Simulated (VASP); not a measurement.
**How biaxial strain in the (001) plane changes Ge**

Strain engineering needs slopes: what does biaxial strain in the (001) plane do to the lattice and the band edges of Ge?

Method: PBEsol; plane waves and PAW (Ge_d), in the first sound run; inputs show where later runs differ, in VASP 6.6.1.

This is a report of a sequence of runs, with most program output left out.

### Step 1. Set-up

Symmetry: Fd-3m, No. 227, cubic system. The conventional cell has a = 5.658 Å, b = 5.658 Å, c = 5.658 Å, α = 90.00°, β = 90.00°, γ = 90.00°. Ge has 4 Ge at 2.45 Å nearest.

Structure file:

```cif
data_structure
_symmetry_space_group_name_H-M 'P 1'
_symmetry_Int_Tables_number 1
_cell_length_a 4.0008
_cell_length_b 4.0008
_cell_length_c 4.0008
_cell_angle_alpha 60.000
_cell_angle_beta 60.000
_cell_angle_gamma 60.000
_cell_volume 45.28
loop_
_atom_site_label
_atom_site_type_symbol
_atom_site_fract_x
_atom_site_fract_y
_atom_site_fract_z
_atom_site_occupancy
Ge1 Ge 0.00000 0.00000 0.00000 1
Ge2 Ge 0.25000 0.25000 0.25000 1
```

### Step 2. Relax the crystal, PBEsol

The series starts from the cell that this level prefers, so that zero strain is near zero stress.

Level: PBEsol; plane waves and PAW (Ge_d).

INCAR reads:

```
SYSTEM = Ge
PREC = Accurate
ENCUT = 470
EDIFF = 1E-07
NELM = 120
ISMEAR = 0
SIGMA = 0.02
LREAL = .FALSE.
ALGO = Normal
GGA = PS
NBANDS = 20
LORBIT = 11
LWAVE = .FALSE.
LCHARG = .FALSE.
KPAR = 16
IBRION = 2
NSW = 40
ISIF = 3
EDIFFG = -0.005
POTIM = 0.4
```

POSCAR reads:

```
Ge
1.0
    0.0000000000      2.8290000000      2.8290000000
    2.8290000000      0.0000000000      2.8290000000
    2.8290000000      2.8290000000      0.0000000000
Ge
2
Direct
    0.0000000000      0.0000000000      0.0000000000
    0.2500000000      0.2500000000      0.2500000000
```

KPOINTS reads:

```
Automatic mesh
0
Gamma
9 9 9
0 0 0
```

The projector-augmented-wave data sets are Ge_d (PBE family, release 64).

The run is started by

```sh
$ mpirun -np 16 vasp_std
```

It took 7.6 s on 16 MPI ranks of AMD EPYC 7R43, shared host; peak memory 2.5 GiB.

Read from the output:

- energy(sigma→0) of the program: -9.8711 eV
- stress, compression positive: xx, yy, zz 0.02, 0.02, 0.02 GPa
- volume: 45.508 Å³
- ionic steps: 2

### Step 3. Strain along the normal, PBEsol

One member in full: the plane is strained by -2 %, and the strain along the normal is moved by secant steps until the normal stress is under 0.012 GPa or five steps are spent; the atoms relax at each step.

This step took 2 runs, each at a new trial strain with the atoms of the one before; the last is shown.

Level: PBEsol; plane waves and PAW (Ge_d).

INCAR: that of step 2 with these lines changed.

```diff
@@ -14,7 +14,7 @@
 LCHARG = .FALSE.
-KPAR = 16
-IBRION = 2
-NSW = 40
-ISIF = 3
-EDIFFG = -0.005
-POTIM = 0.4
+KPAR = 4
+IBRION = 1
+NSW = 25
+ISIF = 2
+EDIFFG = -0.004
+POTIM = 0.3
```

POSCAR reads:

```
Ge
1.0
    0.0000000000      2.7770116290      2.8735292870
    2.7770116290      0.0000000000      2.8735292870
    2.7770116290      2.7770116290      0.0000000000
Ge
2
Direct
    0.0000000000      0.0000000000      0.0000000000
    0.2500000000      0.2500000000      0.2500000000
```

KPOINTS is that of step 2.

The run is started by

```sh
$ mpirun -np 4 vasp_std
```

The job ended after 20 s (4 MPI ranks; peak memory 0.58 GiB).

This run gave:

- energy(sigma→0) of the program: -9.8548 eV
- stress, compression positive: xx, yy, zz 2.71, 2.71, 0.00 GPa
- ionic steps: 1

### Step 4. Band edges, HSE06

Short lines in KPOINTS_OPT sample the zone centre along and across the normal of the plane, for masses, and the other valleys.

Level: HSE06; plane waves and PAW (Ge_d).

INCAR reads:

```
SYSTEM = Ge
PREC = Accurate
ENCUT = 470
EDIFF = 1E-06
NELM = 100
ISMEAR = 0
SIGMA = 0.02
LREAL = .FALSE.
ALGO = Normal
LHFCALC = .TRUE.
AEXX = 0.25
GGA = PE
HFSCREEN = 0.2
LASPH = .TRUE.
NBANDS = 19
PRECFOCK = Fast
LWAVE = .FALSE.
LCHARG = .FALSE.
KPAR = 4
```

POSCAR is that of step 3.

KPOINTS reads:

```
Automatic mesh
0
Gamma
5 5 5
0 0 0
```

KPOINTS_OPT reads:

```
Line mode
6
Line-mode
Reciprocal
  0.00000000   0.00000000   0.00000000
  0.02286682   0.02286682   0.00000000

  0.00000000   0.00000000   0.00000000
  0.00000000  -0.02209876  -0.02209876

  0.31000000   0.31000000   0.00000000
  0.50000000   0.50000000   0.00000000

  0.00000000   0.31000000   0.31000000
  0.00000000   0.50000000   0.50000000

  0.45000000   0.45000000   0.45000000
  0.50000000   0.50000000   0.50000000

  0.45000000   0.00000000   0.00000000
  0.50000000   0.00000000   0.00000000

  0.42500000   0.42500000   0.00000000
  0.42500000   0.44709876   0.02209876

  0.50000000   0.50000000   0.50000000
  0.48437382   0.51562618   0.50000000
```

The run is started by

```sh
$ mpirun -np 4 vasp_std
```

It took 22 min on 4 MPI ranks; peak memory 0.96 GiB; 87 min of CPU time.

Numbers from this step:

| Quantity | Value |
| --- | --- |
| energy(sigma→0) of the program | -10.6114 eV |

### Step 5. Band edges, PBEsol

Level: PBEsol; plane waves and PAW (Ge_d).

INCAR reads:

```
SYSTEM = Ge
PREC = Accurate
ENCUT = 470
EDIFF = 1E-06
NELM = 100
ISMEAR = 0
SIGMA = 0.02
LREAL = .FALSE.
ALGO = Normal
GGA = PS
NBANDS = 19
LWAVE = .FALSE.
LCHARG = .FALSE.
KPAR = 4
```

POSCAR is that of step 4.

KPOINTS reads:

```
Automatic mesh
0
Gamma
7 7 7
0 0 0
```

KPOINTS_OPT is that of step 4.

The run is started by

```sh
$ mpirun -np 4 vasp_std
```

Wall time 14 s (4 MPI ranks); peak memory 0.57 GiB.

Read from the output:

```
energy(sigma→0) of the program : -9.8387 eV
stress, compression positive   : xx, yy, zz 2.68, 2.68, -0.07 GPa
```

The run ends at a pressure of 1.76 GPa.

### Step 6. The table

LASPH is off in runs at PBEsol and on in runs at HSE06.

Hybrid runs start from orbitals of a short PBEsol run, not shown.

The other members went through these steps as far as the tables show, with the same cutoff and, step by step, the same mesh; 33 runs are not shown. The session took 12 core hours (wall time by ranks) on a shared machine.

```
in-plane strain (%)  strain along the normal (%)  in-plane stress, tension positive (GPa)  energy above the unstrained row (meV/atom)
             -2.000                        1.406                                   -2.713                                       8.240
             -1.000                        0.684                                   -1.274                                       2.191
             -0.500                        0.375                                   -0.608                                       0.625
                  0                       -0.021                                    0.015                                       0.000
              0.500                       -0.435                                    0.606                                       0.215
              1.000                       -0.813                                    1.219                                       1.264
              2.000                       -1.600                                    2.357                                       5.966
```

Slopes at zero strain, from cubics through all rows: strain ratio -0.767, stress over strain 123 GPa. For a cubic crystal strained in (001) the ratio is −2C₁₂/C₁₁.

Band edges at HSE06, counted from the valence-band top at Γ, with one row partly withheld:

| in-plane strain (%) | gap (eV) | conduction band at Γ (eV) | Δ or X valley along z (eV) | Δ or X valley along x (eV) | lowest conduction level at L, [111] (eV) | lowest conduction level at L, [-111] (eV) | second valence level below the top (eV) | third valence level below the top (eV) |
| --- | --- | --- | --- | --- | --- | --- | --- | --- |
| -2.000 | 0.805 | 1.039 | 1.195 | 0.854 | 0.805 | 0.805 | 0.000 | 0.295 |
| -1.000 | 0.828 | 0.961 | 1.146 | 0.979 | 0.828 | 0.828 | 0.000 | 0.142 |
| -0.500 | 0.830 | ? | 1.124 | 1.038 | 0.830 | 0.830 | 0.000 | 0.072 |
| 0 | 0.832 | 0.873 | 1.096 | 1.098 | 0.832 | 0.832 | 0.002 | 0.002 |
| 0.500 | 0.759 | 0.762 | 0.994 | 1.085 | 0.759 | 0.759 | 0.075 | 0.075 |
| 1.000 | 0.650 | 0.650 | 0.899 | 1.076 | 0.686 | 0.686 | 0.144 | 0.144 |
| 2.000 | 0.428 | 0.428 | 0.711 | 1.058 | 0.536 | 0.536 | 0.278 | 0.278 |

Conduction masses, in electron masses:

```csv
in-plane strain (%),"conduction mass at Γ, across the strain axis or in the plane","Δz mass, longitudinal","Δz mass, transverse, at 0.85 of Γ–X","L [111] mass, longitudinal","L [111] mass, transverse along [1-10]"
-2.000,0.042,0.878,0.178,1.554,0.091
-1.000,0.039,0.862,0.180,1.582,0.086
-0.500,0.037,0.883,0.182,1.561,0.085
0,0.036,0.877,0.182,1.554,0.083
0.500,0.034,0.868,0.184,1.560,0.082
1.000,0.033,0.862,0.186,1.561,0.081
2.000,0.030,0.847,0.187,1.533,0.078
```

### Step 7. Fit and prediction

The quantity to fit is the conduction level at Γ above the mean of the three top valence levels at HSE06: 1.137, 1.008, 0.874, 0.812, 0.746, 0.614 eV in the rows shown.

Fitting a parabola to the 6 known rows (e: strain in %) gives E = − 1.98e-4 e² − 0.1309 e + 0.8765 in eV; the residuals are 0.0012 eV r.m.s.

For the withheld row, e = -0.5, the fit gives 0.9419 eV.

### Step 8. Prediction against calculation

The calculation gives 0.9371 eV, so the prediction is 0.0048 eV too high, more than twice the residual of the fit.

### Step 9. Results

| Property | Result |
| --- | --- |
| ratio of normal to in-plane strain | -0.767 |
| biaxial modulus | 123 GPa |
| gap of the unstrained cell, HSE06 | 0.83 eV |
| slope at zero strain of the conduction level at Γ above the mean of the three top valence levels, HSE06 | -131 meV per % |
| error of the predicted row | 4.8 meV |
| valence shear potential \|b\|, HSE06 | 2.72 eV |

What this shows: As a check, the curvature of the energy gives 121 GPa for the same modulus (energy per volume = M × strain²), 2 % from the slope of the stress. The energy also has a linear term worth 0.15 GPa that the stress column lacks, a mark of the finite basis. At HSE06 the lowest conduction valley is in turn L, Γ from the first row to the last, and the gap runs between 0.43 and 0.83 eV. At zero strain Γ and L lie only 41 meV apart here, so their order is sensitive to the level and the lattice constant. Without spin-orbit coupling the three valence levels split by 3|b| times the difference of the strains; the rows within 1 % give |b| = 2.72 eV. At PBEsol the gap falls under 0.05 eV in some or all rows, where bands may have changed order, so that level, though run, gets no table. The gap at PBEsol is under 0.05 eV in some or all rows and is left out; the elastic columns come from such cells and can be uneven. Hole masses are left out throughout, since the top bands are degenerate or cross in many series; of conduction masses, those of the Γ, L and (for Si and Ge under (001) strain) Δ valleys are kept where they change by under an eighth between rows. A measured gap of unstrained Ge is 0.74 eV (arxiv:cond-mat/0503738, indirect gap, 4.2 K); the static gaps here belong to the lattice relaxed at PBEsol. HSE06 ran on a coarser mesh than the semilocal levels. Spin-orbit coupling is left out at HSE06, so the valence splittings there lack it. Δ or X levels are the lowest on their line, refined by a parabola unless they lie at X; the gap is read from all points sampled and can differ from the lowest valley by some meV, or by tens of meV where strain moves the valence top off Γ. Temperature, zero-point motion and excitons are left out.

[Lines on the potential files, build, host, timing and source positions are cut from VASP's logs without a mark.]

[Logs are printed without paths, hosts, clocks, repeated set-up lines and the standing remarks that a program may print on its own settings, such as how far it seeks lower states.]

[Hosts, paths, dates, database ids (printed as entryN), source tags and the programs' standing remarks are cut or masked in the printed files.]

[In band tables of VASP the shares of atoms and orbitals are scaled to a sum of 1 inside the atoms' spheres.]
